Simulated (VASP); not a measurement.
**HgZn₃S₄ (ordered alloy cell): computed properties**

Calculation: PBEsol GGA, VASP's PBE PAW potentials (set 64) (plane waves; VASP).

| Quantity | Value |
|---|---|
| space group | Amm2 (38) |
| cell | a = 3.8682 Å, b = 7.7644 Å, c = 11.0031 Å, α = 90.00°, β = 90.00°, γ = 90.00° |
| volume per atom | 20.65 Å^3/atom |
| band gap (over mesh and band path) | 1.02 eV |
| smallest direct gap (over mesh and band path) | 1.02 eV |
| band-edge character | direct, Γ to Γ |
| density | 5.28 g/cm³ |

```
HgZn3S4
1.0
   -0.00991     5.48032     5.50155
    5.48032    -0.00991     5.50155
    2.73520     2.73520     0.00000
Zn S Hg
3 4 1
Direct
  0.00094   0.00094   0.99813
  0.00286   0.49726   0.99988
  0.49726   0.00286   0.99988
  0.12527   0.12527   0.24947
  0.10364   0.63240   0.26396
  0.63240   0.10364   0.26396
  0.64064   0.64064   0.21873
  0.49701   0.49701   0.00599
```

Unless said otherwise, spin-orbit coupling is left out, though it shifts the bands of the heavy elements here.

The structure was generated: HgZn3S4 was put into an ordered model structure (Amm2), which need not be its known phase. It was relaxed first. Symmetry was kept, so distortions that lower it aren't found.
